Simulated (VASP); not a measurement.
Given:

```yaml
crystal:
  lattice:
    - [11.06711, 0.00000, 0.00000]
    - [0.00000, 11.06711, 0.00000]
    - [0.00000, 0.00000, 11.06711]
  atoms:
    - { symbol: Ga, position: [0.49931, 0.99983, 0.99980] }
    - { symbol: Ga, position: [0.74985, 0.25016, 0.99928] }
    - { symbol: Ga, position: [0.74952, 0.99908, 0.24965] }
    - { symbol: Ga, position: [0.00010, 0.99988, 0.99978] }
    - { symbol: Ga, position: [0.24950, 0.24922, 0.99941] }
    - { symbol: Ga, position: [0.50022, 0.50013, 0.99849] }
    - { symbol: Ga, position: [0.75082, 0.75034, 0.99937] }
    - { symbol: Ga, position: [0.24975, 0.99998, 0.24928] }
    - { symbol: Ga, position: [0.49462, 0.24586, 0.24501] }
    - { symbol: Ga, position: [0.75490, 0.50549, 0.24528] }
    - { symbol: Ga, position: [0.50001, 0.99901, 0.49980] }
    - { symbol: Ga, position: [0.75496, 0.24470, 0.50437] }
    - { symbol: Ga, position: [0.75077, 0.99989, 0.75035] }
    - { symbol: Ga, position: [0.00012, 0.50071, 0.99967] }
    - { symbol: Ga, position: [0.24979, 0.75024, 0.99984] }
    - { symbol: Ga, position: [0.00101, 0.25040, 0.24974] }
    - { symbol: Ga, position: [0.24870, 0.50024, 0.25009] }
    - { symbol: Ga, position: [0.49994, 0.75114, 0.25012] }
    - { symbol: Ga, position: [0.00047, 0.99937, 0.50081] }
    - { symbol: Ga, position: [0.24879, 0.24986, 0.49997] }
    - { symbol: Ga, position: [0.49484, 0.50489, 0.50511] }
    - { symbol: Ga, position: [0.74975, 0.75118, 0.50001] }
    - { symbol: Ga, position: [0.24984, 0.99977, 0.75025] }
    - { symbol: Ga, position: [0.50024, 0.25000, 0.75107] }
    - { symbol: Ga, position: [0.74997, 0.49970, 0.75094] }
    - { symbol: Ga, position: [0.00019, 0.75075, 0.24926] }
    - { symbol: Ga, position: [0.00109, 0.49969, 0.50013] }
    - { symbol: Ga, position: [0.24965, 0.75027, 0.50071] }
    - { symbol: Ga, position: [0.99994, 0.24931, 0.75020] }
    - { symbol: Ga, position: [0.24951, 0.50053, 0.75050] }
    - { symbol: Ga, position: [0.49950, 0.75052, 0.75031] }
    - { symbol: Ga, position: [0.00016, 0.75012, 0.75028] }
    - { symbol: P, position: [0.62565, 0.12528, 0.12494] }
    - { symbol: P, position: [0.87496, 0.37418, 0.12489] }
    - { symbol: P, position: [0.87538, 0.12453, 0.37344] }
    - { symbol: P, position: [0.12488, 0.12512, 0.12490] }
    - { symbol: P, position: [0.37438, 0.37648, 0.12449] }
    - { symbol: P, position: [0.62388, 0.62546, 0.12479] }
    - { symbol: P, position: [0.87478, 0.87517, 0.12482] }
    - { symbol: P, position: [0.37492, 0.12522, 0.37598] }
    - { symbol: P, position: [0.87530, 0.62549, 0.37632] }
    - { symbol: P, position: [0.62402, 0.12490, 0.62499] }
    - { symbol: P, position: [0.87483, 0.37582, 0.62488] }
    - { symbol: P, position: [0.87487, 0.12522, 0.87525] }
    - { symbol: P, position: [0.12479, 0.62527, 0.12489] }
    - { symbol: P, position: [0.37486, 0.87508, 0.12499] }
    - { symbol: P, position: [0.12494, 0.37498, 0.37501] }
    - { symbol: P, position: [0.37487, 0.62511, 0.37389] }
    - { symbol: P, position: [0.62490, 0.87511, 0.37494] }
    - { symbol: P, position: [0.12490, 0.12490, 0.62522] }
    - { symbol: P, position: [0.37478, 0.37369, 0.62520] }
    - { symbol: P, position: [0.62608, 0.62502, 0.62515] }
    - { symbol: P, position: [0.87500, 0.87495, 0.62520] }
    - { symbol: P, position: [0.37507, 0.12489, 0.87483] }
    - { symbol: P, position: [0.62519, 0.37494, 0.87501] }
    - { symbol: P, position: [0.87497, 0.62481, 0.87474] }
    - { symbol: P, position: [0.12518, 0.87507, 0.37492] }
    - { symbol: P, position: [0.12488, 0.62500, 0.62512] }
    - { symbol: P, position: [0.37488, 0.87514, 0.62494] }
    - { symbol: P, position: [0.12461, 0.37492, 0.87489] }
    - { symbol: P, position: [0.37493, 0.62528, 0.87496] }
    - { symbol: P, position: [0.62503, 0.87524, 0.87501] }
    - { symbol: P, position: [0.12500, 0.87499, 0.87501] }
    - { symbol: S, position: [0.62485, 0.37542, 0.37490] }
```
Cell charge +1.

Level of theory: HSE06 screened hybrid, VASP's PBE PAW potentials (set 64) (plane waves; VASP). Run with PREC = Normal, LREAL = Auto, ISYM = 0, NELECT = 256.0, EDIFF = 1E-5, 400 eV cut-off, 1×1×1 Γ-centred mesh, Gaussian smearing of 0.050 eV, potentials Ga P S.

The cell is charged, with a uniform compensating background. The supercell is sampled at Γ alone, which is coarse: total energies, pressure and levels can be off, energies of defects by several tenths of an eV.

Problem. Estimate the energy per atom (σ→0).

Solution. 
```yaml
energy per atom (σ→0): -5.393 eV/atom
```

The cell is a supercell with a defect, built from GaP (zinc blende): S_P, charge +1. The cell's shape comes from a PBE relaxation. The run is not spin-polarised, so no state with unpaired spins was tried.
